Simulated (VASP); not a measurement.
The system is Nb.

```xyz
2
Lattice="2.9417 0.0000 0.0000 -1.4708 2.5476 0.0000 0.0000 0.0000 4.8038" Properties=species:S:1:pos:R:3 pbc="T T T"
Nb    0.0000    1.6984    1.2009
Nb    1.4708    0.8492    3.6028
```

This isn't the form of Nb at room conditions, which is bcc.

```yaml
Program: VASP 6.6.1
Task: relaxation of cell and atoms
Functional: LDA
Potentials_or_basis: VASP PAW LDA potentials, release 64 (Nb_sv)
Cutoff: 600 eV
k_mesh: 18 × 18 × 10
Occupations: gaussian, width 0.1 eV
Spin: no spin polarisation
```

At the start: pressure -3.8 GPa; volume 18.00 Å³/atom.

Problem. How do energy, volume and symmetry change on relaxing?

Solution. Over 12 steps the energy falls by 67.9 meV/atom and the volume is 17.62 Å³/atom (-2.1 %); space group P6_3/mmc (No. 194, to 0.05 Å).

Step by step:
```csv
step,energy change (eV),largest force (eV/Å),pressure (GPa),volume (Å³)
1,0.0000,0.0000,-3.80,36.00
2,-0.0453,0.0000,8.11,33.79
3,-0.0492,0.0000,5.44,34.24
4,-0.0866,0.0000,5.96,34.12
5,-0.1045,0.0000,7.66,33.90
6,-0.1338,0.0000,0.92,35.11
7,-0.1339,0.0000,0.48,35.19
8,-0.1350,0.0000,0.29,35.22
9,-0.1358,0.0000,0.01,35.25
10,-0.1358,0.0000,-0.04,35.26
11,-0.1358,0.0000,-0.04,35.26
12,-0.1358,0.0000,0.01,35.25
```

Final structure:
```xyz
2
Lattice="2.8084 0.0000 0.0000 -1.4042 2.4322 0.0000 0.0000 0.0000 5.1606" Properties=species:S:1:pos:R:3 pbc="T T T"
Nb    0.0000    1.6215    1.2901
Nb    1.4042    0.8107    3.8704
```
